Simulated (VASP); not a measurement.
Input:

```xyz
4
Lattice="3.7779 0.0000 0.0000 0.0000 3.7779 0.0000 0.0000 0.0000 4.6802" Properties=species:S:1:pos:R:3 pbc="T T T"
Sn     1.8889     0.0000     3.5222
Sn     3.7779     1.8889     1.1580
O      1.8889     1.8889     0.0000
O      3.7779     3.7779     0.0000
```

Level of theory: MS2 meta-GGA, VASP's PBE PAW potentials (set 64) (plane waves; VASP). Numerical set-up: 520 eV cut-off, 9×9×7 Γ-centred mesh, tetrahedra with Blöchl corrections, potentials Sn_d O.

The cores are frozen, which limits the accuracy of field gradients.

### Question
Give the principal components of the electric field gradient (V/Å²) and the asymmetry η at each nucleus.

### Answer

| atom | Vxx | Vyy | Vzz | η |
|---|---|---|---|---|
| Sn1 | 84.5 | 84.5 | -168.9 | 0.00 |
| Sn2 | 84.5 | 84.5 | -168.9 | 0.00 |
| O3 | -2.5 | -2.5 | 5.0 | 0.00 |
| O4 | -2.5 | -2.5 | 5.0 | 0.00 |

The compound is SnO in the litharge structure. It was relaxed first.
